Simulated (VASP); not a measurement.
Consider the following.

```
MgF2
1.0
    4.62212     0.00000     0.00000
    0.00000     4.62212     0.00000
    0.00000     0.00000     3.05235
Mg F
2 4
Direct
  0.50000   0.50000   0.50000
  0.00000   0.00000   0.00000
  0.69708   0.69708   0.00000
  0.30292   0.30292   0.00000
  0.80292   0.19708   0.50000
  0.19708   0.80292   0.50000
```

Method: revPBE GGA, VASP's PBE PAW potentials (set 64) (plane waves; VASP). Numerical set-up: 400 eV cut-off, 6×6×9 Γ-centred mesh, Gaussian smearing of 0.010 eV, potentials Mg F.

At this cut-off the stress carries a Pulay error, which pulls relaxed volumes low.

Problem. Which forces act on the atoms, in eV/Å?

Solution. 
| atom | Fx | Fy | Fz |
|---|---|---|---|
| Mg1 | 0.000 | 0.000 | 0.000 |
| Mg2 | 0.000 | 0.000 | 0.000 |
| F3 | 0.038 | 0.038 | 0.000 |
| F4 | -0.038 | -0.038 | 0.000 |
| F5 | -0.038 | 0.038 | 0.000 |
| F6 | 0.038 | -0.038 | 0.000 |

Problem. Give the stress tensor in GPa (positive for a compressed cell).

Solution. 
```
-3.06   0.00   0.00
 0.00  -3.06   0.00
 0.00   0.00  -2.61
```
The pressure is its mean diagonal, -2.91 GPa.

The structure comes from a computed database's MgF2 entry; how it stands against other phases isn't given here. The cell was not relaxed at this level.
